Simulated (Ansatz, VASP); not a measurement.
# Cross-check of LaFePO between VASP and Ansatz, part 2 of 2

One calculation is typed for both programs; each brings its own data sets. How far apart do they land? The structure shown comes from an earlier Ansatz run, which isn't shown and may have moved the atoms alone.

VASP 6.6.1 and Ansatz 0.2.0.

So far: Starting point; Ansatz: elastic constants, LDA.

### 3. VASP: elastic constants, LDA

Level of this step: LDA, no spin polarisation; plane waves and PAW (La, Fe, P, O) (VASP).

The same cell, functional (in two slightly different forms), mesh and smearing now go to VASP, with its own data sets.

Lines of VASP's logs that name or quote its potential files are left out, and so is its time.

Input file INCAR:

```
SYSTEM = LaFePO
PREC = Accurate
ENCUT = 600
EDIFF = 1E-08
NELM = 200
ISMEAR = 0
SIGMA = 0.1
LREAL = .FALSE.
ALGO = Normal
GGA = CA
NBANDS = 38
LASPH = .TRUE.
LORBIT = 11
LWAVE = .FALSE.
LCHARG = .FALSE.
ISIF = 3
IBRION = 6
NFREE = 2
POTIM = 0.015
NSW = 1
GGA_COMPAT = .FALSE.
LMAXMIX = 6
KPAR = 2
```

Input file POSCAR:

```
LaFePO
1.0
    3.8395233486      0.0000000000      0.0000000000
    0.0000000000      3.8395233486      0.0000000000
    0.0000000000      0.0000000000      8.3554463601
La Fe P O
2 2 2 2
Direct
    0.5000000000      0.0000000000      0.1532870008
    0.0000000000      0.5000000000      0.8467129992
    0.0000000000      0.0000000000      0.5000000000
    0.5000000000      0.5000000000      0.5000000000
    0.5000000000      0.0000000000      0.6254287144
    0.0000000000      0.5000000000      0.3745712856
    0.0000000000      0.0000000000      0.0000000000
    0.5000000000      0.5000000000      0.0000000000
```

Input file KPOINTS:

```
Automatic mesh
0
Gamma
4 4 2
0 0 0
```

PAW data sets: La, Fe, P and O (LDA family, release 64).

On the command line:

```console
mpirun -np 2 vasp_std
```

Numbers of over 12 decimals in the logs are rounded to 6 here.

The log of the run:

```text
[banner, memory and clock lines left out]
running    2 mpi-ranks, on    1 nodes
 distrk:  each k-point on    1 cores,    2 groups
 distr:  one band on    1 cores,    1 groups

 POSCAR found type information on POSCAR LaFeP O
 POSCAR found :  4 types and       8 ions
 LDA part: xc-table for (Slater(with rela. corr.)+CA(PZ))
 , standard interpolation
 POSCAR, INCAR and KPOINTS ok, starting setup
 FFT: planning ... GRIDC
 FFT: planning ... GRID_SOFT
 FFT: planning ... GRID
 WAVECAR not read
 entering main loop
       N       E                     dE             d eps       ncg     rms          rms(c)
DAV:   1     0.666118665960E+03    0.66612E+03   -0.25371E+04   928   0.262E+03
DAV:   2     0.139756737497E+03   -0.52636E+03   -0.49734E+03  1048   0.456E+02
DAV:   3    -0.470572588505E+02   -0.18681E+03   -0.18206E+03  1528   0.248E+02
DAV:   4    -0.778828949149E+02   -0.30826E+02   -0.30122E+02  1686   0.113E+02
DAV:   5    -0.803617627098E+02   -0.24789E+01   -0.24424E+01  1784   0.314E+01    0.318E+01
DAV:   6    -0.104814241939E+03   -0.24452E+02   -0.56454E+02  1640   0.170E+02    0.757E+01
DAV:   7    -0.670696876214E+02    0.37745E+02   -0.12172E+02  1448   0.127E+02    0.181E+01
DAV:   8    -0.703288835997E+02   -0.32592E+01   -0.83275E+01  1768   0.536E+01    0.759E+00
DAV:   9    -0.700184836773E+02    0.31040E+00   -0.51301E+00  1760   0.177E+01    0.344E+00
DAV:  10    -0.699733712021E+02    0.45112E-01   -0.92774E-01  1816   0.685E+00    0.263E+00
DAV:  11    -0.699704941301E+02    0.28771E-02   -0.91168E-02  1728   0.238E+00    0.200E+00
DAV:  12    -0.699592307644E+02    0.11263E-01   -0.27937E-02  1552   0.132E+00    0.975E-01
DAV:  13    -0.699580495437E+02    0.11812E-02   -0.11076E-02  1784   0.658E-01    0.683E-01
DAV:  14    -0.699574937653E+02    0.55578E-03   -0.14055E-03  1768   0.272E-01    0.515E-01
DAV:  15    -0.699568808673E+02    0.61290E-03   -0.21406E-03  1720   0.365E-01    0.174E-01
DAV:  16    -0.699568137867E+02    0.67081E-04   -0.26197E-04  1736   0.106E-01    0.783E-02
DAV:  17    -0.699567928446E+02    0.20942E-04   -0.60514E-05  1760   0.590E-02    0.466E-02
DAV:  18    -0.699567879934E+02    0.48512E-05   -0.11214E-05  1776   0.245E-02    0.259E-02
DAV:  19    -0.699567866638E+02    0.13296E-05   -0.20045E-06  1768   0.103E-02    0.121E-02
DAV:  20    -0.699567861805E+02    0.48323E-06   -0.13137E-06  1792   0.810E-03    0.364E-03
DAV:  21    -0.699567861566E+02    0.23921E-07   -0.13369E-07  1416   0.241E-03    0.197E-03
DAV:  22    -0.699567861498E+02    0.67894E-08   -0.70026E-09   688   0.112E-03
   1 F= -.69956786E+02 E0= -.69950361E+02  d E =-.128498E-01
[... from here on, the cycles between the ionic steps are left out ...]
   2 F= -.69934133E+02 E0= -.69927289E+02  d E =-.136890E-01
  23 F= -.69955295E+02 E0= -.69948868E+02  d E =-.128536E-01
  24 F= -.69956242E+02 E0= -.69950319E+02  d E =-.118475E-01
  25 F= -.69954641E+02 E0= -.69947717E+02  d E =-.138478E-01
  26 F= -.69955599E+02 E0= -.69949174E+02  d E =-.128497E-01
  27 F= -.69955599E+02 E0= -.69949174E+02  d E =-.128500E-01
  28 F= -.69955810E+02 E0= -.69949384E+02  d E =-.128535E-01
 Finite differences progress:
  Degree of freedom:  14/ 14
  Displacement:        1/  2
  Total:              27/ 28
 bond charge predicted
       N       E                     dE             d eps       ncg     rms          rms(c)
DAV:   1    -0.699473795586E+02    0.84309E-02   -0.34518E+00  1688   0.716E+00    0.299E-01
DAV:   2    -0.699561916787E+02   -0.88121E-02   -0.10967E-01  2256   0.247E+00    0.191E-01
DAV:   3    -0.699559371421E+02    0.25454E-03   -0.59616E-03  2504   0.478E-01    0.988E-02
DAV:   4    -0.699560552059E+02   -0.11806E-03   -0.25211E-03  2394   0.492E-01    0.192E-01
DAV:   5    -0.699558800636E+02    0.17514E-03   -0.22799E-03  2432   0.506E-01    0.102E-01
DAV:   6    -0.699558146451E+02    0.65419E-04   -0.49158E-04  2482   0.236E-01    0.265E-02
DAV:   7    -0.699558113355E+02    0.33096E-05   -0.46276E-05  2664   0.696E-02    0.115E-02
DAV:   8    -0.699558104838E+02    0.85173E-06   -0.62802E-06  2488   0.201E-02    0.481E-03
DAV:   9    -0.699558104676E+02    0.16192E-07   -0.20004E-06  2400   0.929E-03    0.183E-03
DAV:  10    -0.699558104511E+02    0.16467E-07   -0.61807E-07  2552   0.605E-03    0.994E-04
DAV:  11    -0.699558104499E+02    0.12506E-08   -0.10313E-07  2216   0.304E-03    0.595E-04
DAV:  12    -0.699558104455E+02    0.43337E-08   -0.50679E-08  1656   0.160E-03
  29 F= -.69955810E+02 E0= -.69949384E+02  d E =-.128535E-01
 Finite differences progress:
  Degree of freedom:  14/ 14
  Displacement:        2/  2
  Total:              28/ 28
```

OUTCAR, selected parts (step 3):

```text
ion  position               nearest neighbor table
   1  0.500  0.000  0.153-   7 2.31   8 2.31   8 2.31   7 2.31   6 3.28   6 3.28   6 3.28   6 3.28

  LATTYP: Found a simple tetragonal cell.
 ALAT       =     3.8395233486
 C/A-ratio  =     2.1761676129

 Subroutine GETGRP returns: Found 16 space group operations
 (whereof  8 operations were pure point group operations)

The static configuration has the point symmetry D_2d.
 The point group associated with its full space group is D_4h.

 Found     12 irreducible k-points:

   k-points           NKPTS =     12   k-points in BZ     NKDIM =     12   number of bands    NBANDS=     38

   dimension x,y,z NGX =    32 NGY =   32 NGZ =   70
   dimension x,y,z NGXF=    64 NGYF=   64 NGZF=  140

   ENCUT  =  600.0 eV  44.10 Ry    6.64 a.u.   7.67  7.67 16.69*2*pi/ulx,y,z

   NELECT =      60.0000    total number of electrons

 k-points in reciprocal lattice and weights: Automatic mesh
   0.00000000  0.00000000  0.00000000       0.031
   0.25000000  0.00000000  0.00000000       0.125
   0.50000000  0.00000000  0.00000000       0.062
   0.25000000  0.25000000  0.00000000       0.125
   0.50000000  0.25000000  0.00000000       0.125
   0.50000000  0.50000000  0.00000000       0.031
   0.00000000  0.00000000  0.50000000       0.031
   0.25000000  0.00000000  0.50000000       0.125
   0.50000000  0.00000000  0.50000000       0.062
   0.25000000  0.25000000  0.50000000       0.125
   0.50000000  0.25000000  0.50000000       0.125
   0.50000000  0.50000000  0.50000000       0.031

 average (electrostatic) potential at core
       1 -94.4689       2 -94.4117       3 -41.3293       4 -41.3293       5 -81.2863
       6 -81.2889       7 -67.9447       8 -67.9448

 E-fermi :   8.1939

 k-point     1 :       0.0000    0.0000    0.0000
  band No.  band energies     occupation
    ...
     26       7.1535      2.00000
     27       7.7285      2.00000
     28       8.0435      1.96657
     29       8.2197      0.71454
     30       8.2210      0.70090
     31       8.6458      0.00000
     32       9.5910      0.00000
     33      10.3153      0.00000
     34      10.3690      0.00000
     35      11.2076      0.00000
    ...

 k-point     2 :       0.2500    0.0000    0.0000
  band No.  band energies     occupation
    ...
     26       7.0911      2.00000
     27       7.2992      2.00000
     28       7.5888      2.00000
     29       7.6186      2.00000
     30       8.1164      1.72681
     31       9.1824      0.00000
     32       9.4363      0.00000
     33       9.7627      0.00000
     34      10.5947      0.00000
     35      10.7564      0.00000
    ...

 k-point     3 :       0.5000    0.0000    0.0000
  band No.  band energies     occupation
    ...
     26       6.5811      2.00000
     27       6.7734      2.00000
     28       6.7736      2.00000
     29       7.6026      2.00000
     30       7.6028      2.00000
     31       9.5532      0.00000
     32       9.5543      0.00000
     33       9.7627      0.00000
     34       9.7735      0.00000
     35      10.9463      0.00000
    ...

  Total        0.0713648      0.2489853      0.0113921      0.0000000      0.0000000      0.0000000
  in kB        0.9282613      3.2386196      0.1481801      0.0000000      0.0000000      0.0000000
  external PRESSURE =       1.4383537 kB  Pullay stress =       0.0000000 kB

  energy-cutoff  :      600.00
  volume of cell :      123.18
      direct lattice vectors                 reciprocal lattice vectors
     3.839523349  0.000000000  0.000000000     0.260448996  0.000000000  0.000000000
[...]
X         Y         Z           dx          dy          dz
      1.919762  0.000000  1.280781     0.059506   -0.002598    0.000000
      0.000000  1.919762  7.074665    -0.059506    0.002598    0.000000
      0.000000  0.000000  4.177723     0.003291    0.000144    0.000000
      1.919762  1.919762  4.177723    -0.003291   -0.000144   -0.000000
      1.919762  0.000000  5.225736     0.003188   -0.000139   -0.000000
      0.000000  1.919762  3.129710    -0.003188    0.000139    0.000000
      0.000000  0.000000  0.000000    -0.703908   -0.030730   -0.000000
      1.919762  1.919762  0.000000     0.703908    0.030730   -0.000000

   2 f  =   14.855771 THz    93.341562 2PiTHz  495.535183 cm-1    61.438505 meV
             X         Y         Z           dx          dy          dz
      1.919762  0.000000  1.280781    -0.002598   -0.059506    0.000000
      0.000000  1.919762  7.074665     0.002598    0.059506   -0.000000
      0.000000  0.000000  4.177723    -0.000144    0.003291    0.000000
      1.919762  1.919762  4.177723     0.000144   -0.003291    0.000000
      1.919762  0.000000  5.225736    -0.000139   -0.003188    0.000000
      0.000000  1.919762  3.129710     0.000139    0.003188   -0.000000
      0.000000  0.000000  0.000000     0.030730   -0.703908   -0.000000
      1.919762  1.919762  0.000000    -0.030730    0.703908   -0.000000

   3 f  =   13.881050 THz    87.217208 2PiTHz  463.021981 cm-1    57.407383 meV
             X         Y         Z           dx          dy          dz
      1.919762  0.000000  1.280781     0.000000   -0.000000   -0.178565
      0.000000  1.919762  7.074665    -0.000000    0.000000   -0.178565
      0.000000  0.000000  4.177723     0.000000    0.000000    0.042060
      1.919762  1.919762  4.177723    -0.000000   -0.000000    0.042060
      1.919762  0.000000  5.225736     0.000000    0.000000   -0.156110
      0.000000  1.919762  3.129710     0.000000    0.000000   -0.156110
      0.000000  0.000000  0.000000    -0.000000   -0.000000    0.664812
      1.919762  1.919762  0.000000     0.000000    0.000000    0.664812

   4 f  =   12.331396 THz    77.480447 2PiTHz  411.331099 cm-1    50.998534 meV
             X         Y         Z           dx          dy          dz
      1.919762  0.000000  1.280781    -0.001582   -0.012214   -0.000000
      0.000000  1.919762  7.074665     0.001582    0.012214   -0.000000
      0.000000  0.000000  4.177723     0.056651   -0.437274    0.000000
      1.919762  1.919762  4.177723    -0.056651    0.437274   -0.000000
      1.919762  0.000000  5.225736    -0.071007   -0.548075   -0.000000
      0.000000  1.919762  3.129710     0.071007    0.548075    0.000000
      0.000000  0.000000  0.000000    -0.000191    0.001471   -0.000000
      1.919762  1.919762  0.000000     0.000191   -0.001471   -0.000000

   5 f  =   12.331396 THz    77.480447 2PiTHz  411.331099 cm-1    50.998534 meV
             X         Y         Z           dx          dy          dz
      1.919762  0.000000  1.280781    -0.012214    0.001582    0.000000
      0.000000  1.919762  7.074665     0.012214   -0.001582    0.000000
      0.000000  0.000000  4.177723     0.437274    0.056651   -0.000000
      1.919762  1.919762  4.177723    -0.437274   -0.056651    0.000000
      1.919762  0.000000  5.225736    -0.548075    0.071007   -0.000000
      0.000000  1.919762  3.129710     0.548075   -0.071007    0.000000
      0.000000  0.000000  0.000000    -0.001471   -0.000191   -0.000000
      1.919762  1.919762  0.000000     0.001471    0.000191    0.000000

   6 f  =   11.865339 THz    74.552125 2PiTHz  395.785113 cm-1    49.071078 meV
             X         Y         Z           dx          dy          dz
      1.919762  0.000000  1.280781    -0.010425    0.002833    0.000000
      0.000000  1.919762  7.074665    -0.010425    0.002833   -0.000000
      0.000000  0.000000  4.177723    -0.390333    0.106067   -0.000000
      1.919762  1.919762  4.177723    -0.390333    0.106067   -0.000000
      1.919762  0.000000  5.225736     0.559309   -0.151983    0.000000
      0.000000  1.919762  3.129710     0.559309   -0.151983   -0.000000
      0.000000  0.000000  0.000000    -0.018003    0.004892    0.000000
      1.919762  1.919762  0.000000    -0.018003    0.004892    0.000000

   7 f  =   11.865339 THz    74.552125 2PiTHz  395.785113 cm-1    49.071078 meV
             X         Y         Z           dx          dy          dz
      1.919762  0.000000  1.280781    -0.002833   -0.010425   -0.000000
      0.000000  1.919762  7.074665    -0.002833   -0.010425    0.000000
      0.000000  0.000000  4.177723    -0.106067   -0.390333    0.000000
      1.919762  1.919762  4.177723    -0.106067   -0.390333   -0.000000
      1.919762  0.000000  5.225736     0.151983    0.559309   -0.000000
      0.000000  1.919762  3.129710     0.151983    0.559309    0.000000
      0.000000  0.000000  0.000000    -0.004892   -0.018003   -0.000000
      1.919762  1.919762  0.000000    -0.004892   -0.018003   -0.000000

   8 f  =   10.707060 THz    67.274442 2PiTHz  357.149079 cm-1    44.280822 meV
             X         Y         Z           dx          dy          dz
      1.919762  0.000000  1.280781    -0.000000   -0.000000    0.030591
      0.000000  1.919762  7.074665    -0.000000   -0.000000    0.030591
      0.000000  0.000000  4.177723    -0.000000   -0.000000    0.431784
      1.919762  1.919762  4.177723    -0.000000   -0.000000    0.431784
      1.919762  0.000000  5.225736     0.000000    0.000000   -0.539773
      0.000000  1.919762  3.129710     0.000000    0.000000   -0.539773
      0.000000  0.000000  0.000000     0.000000    0.000000   -0.145849
      1.919762  1.919762  0.000000     0.000000    0.000000   -0.145849

   9 f  =   10.691795 THz    67.178531 2PiTHz  356.639902 cm-1    44.217692 meV
             X         Y         Z           dx          dy          dz
      1.919762  0.000000  1.280781    -0.187505   -0.115194    0.000000
      0.000000  1.919762  7.074665    -0.187505   -0.115194   -0.000000
      0.000000  0.000000  4.177723    -0.014418   -0.008858   -0.000000
      1.919762  1.919762  4.177723    -0.014418   -0.008858   -0.000000
      1.919762  0.000000  5.225736     0.004866    0.002990    0.000000
      0.000000  1.919762  3.129710     0.004866    0.002990    0.000000
      0.000000  0.000000  0.000000     0.572368    0.351636    0.000000
      1.919762  1.919762  0.000000     0.572368    0.351636    0.000000

  10 f  =   10.691795 THz    67.178531 2PiTHz  356.639902 cm-1    44.217692 meV
             X         Y         Z           dx          dy          dz
      1.919762  0.000000  1.280781     0.115194   -0.187505    0.000000
      0.000000  1.919762  7.074665     0.115194   -0.187505    0.000000
      0.000000  0.000000  4.177723     0.008858   -0.014418    0.000000
      1.919762  1.919762  4.177723     0.008858   -0.014418    0.000000
      1.919762  0.000000  5.225736    -0.002990    0.004866   -0.000000
      0.000000  1.919762  3.129710    -0.002990    0.004866   -0.000000
      0.000000  0.000000  0.000000    -0.351636    0.572368   -0.000000
      1.919762  1.919762  0.000000    -0.351636    0.572368   -0.000000

  11 f  =   10.491468 THz    65.919838 2PiTHz  349.957703 cm-1    43.389206 meV
             X         Y         Z           dx          dy          dz
      1.919762  0.000000  1.280781    -0.000000   -0.000000   -0.075306
      0.000000  1.919762  7.074665    -0.000000   -0.000000    0.075306
      0.000000  0.000000  4.177723    -0.000000    0.000000    0.000000
      1.919762  1.919762  4.177723    -0.000000    0.000000    0.000000
    [... 145 further lines ...]
      0.000000  0.000000  0.000000    -0.000000   -0.000000   -0.181783
      1.919762  1.919762  0.000000    -0.000000   -0.000000   -0.181783

 ELASTIC MODULI CONTR FROM IONIC RELAXATION (kBar)
 Direction    XX          YY          ZZ          XY          YZ          ZX
 --------------------------------------------------------------------------------
 XX        -676.4814    -47.7200   -362.1191      0.0000     -0.0000      0.0000
 YY         -47.7200   -676.4814   -362.1191      0.0000     -0.0000      0.0000
 ZZ        -362.1191   -362.1191   -403.5769      0.0000     -0.0000      0.0000
 XY           0.0000      0.0000      0.0000      0.0000      0.0000      0.0000
 YZ          -0.0000     -0.0000     -0.0000      0.0000   -420.4537      0.0000
 ZX           0.0000      0.0000      0.0000      0.0000      0.0000   -420.4538
 --------------------------------------------------------------------------------

 TOTAL ELASTIC MODULI (kBar)
 Direction    XX          YY          ZZ          XY          YZ          ZX
 --------------------------------------------------------------------------------
 XX        2317.3392    869.3733    853.1006      0.0000     -0.0000      0.0000
 YY         869.3733   2317.3392    853.1006      0.0000     -0.0000      0.0000
 ZZ         853.1006    853.1006   1452.1092      0.0000     -0.0000      0.0000
 XY           0.0000      0.0000      0.0000    988.1788      0.0000      0.0000
 YZ          -0.0000     -0.0000     -0.0000      0.0000    549.5972      0.0000
 ZX           0.0000      0.0000      0.0000      0.0000      0.0000    549.5971
 --------------------------------------------------------------------------------

 total charge
# of ion       s       p       d       f       tot
--------------------------------------------------
    1        2.043   5.671   0.754   0.283   8.751
    2        2.043   5.671   0.754   0.283   8.751
    3        0.466   0.587   6.616   0.000   7.669
    4        0.466   0.587   6.616   0.000   7.669
    5        1.033   1.511   0.000   0.000   2.544
    6        1.033   1.511   0.000   0.000   2.544
    7        1.562   3.481   0.000   0.000   5.042
    8        1.562   3.481   0.000   0.000   5.042
--------------------------------------------------
tot         10.206  22.499  14.741   0.565  48.011

[... 3 further parts left out ...]
```

This run has no spin polarisation, so a moment on Fe, if there is one, isn't seen.

Levels, forces or a CONTCAR printed for this step are those of its last displaced cell, not of the structure at rest.

### 4. Differences

Known differences besides the potentials themselves: the two LDA forms differ slightly; the data sets hold 76 valence electrons in Ansatz (on its default PAW (the set named soft_2) files) and 60 in VASP; the cutoff is 420 eV in Ansatz and 600 eV in VASP; VASP's log shows a relativistic correction to its local exchange, Ansatz's none; VASP takes each elastic constant from one size of strain, Ansatz from those that its log lists. Total energies have different zeros and are not compared.

Both answers:

| quantity | Ansatz | VASP | difference |
| --- | --- | --- | --- |
| C11 (GPa) | 231.8 | 231.7 | +0.04 % |
| C22 (GPa) | 231.8 | 231.7 | +0.04 % |
| C33 (GPa) | 145.9 | 145.2 | +0.45 % |
| C12 (GPa) | 87.2 | 86.9 | +0.33 % |
| C13 (GPa) | 85.4 | 85.3 | +0.15 % |
| C23 (GPa) | 85.4 | 85.3 | +0.15 % |
| C44 (GPa) | 55.2 | 55.0 | +0.51 % |
| C55 (GPa) | 55.2 | 55.0 | +0.51 % |
| C66 (GPa) | 99.0 | 98.8 | +0.15 % |

### 5. Results

| Property | Result |
| --- | --- |
| difference in C44 (elastic constants, LDA) | 0.51 % |

What this shows: The difference in C44 is 0.51 % (elastic constants, LDA), within the 5 % picked in this series as the mark of a large difference. The data sets hold unlike numbers of valence electrons (76 in Ansatz and 60 in VASP), so part of the differences comes from the potentials. How closely two codes agree says nothing of how well the functional describes the real material.

[Lines on the potential files, build, host, timing and source positions are cut from VASP's logs without a mark.]

[Logs are printed without paths, hosts, clocks, repeated set-up lines and the standing remarks that a program may print on its own settings, such as how far it seeks lower states.]

[Hosts, paths, dates, database ids (printed as entryN), source tags and the programs' standing remarks are cut or masked in the printed files.]
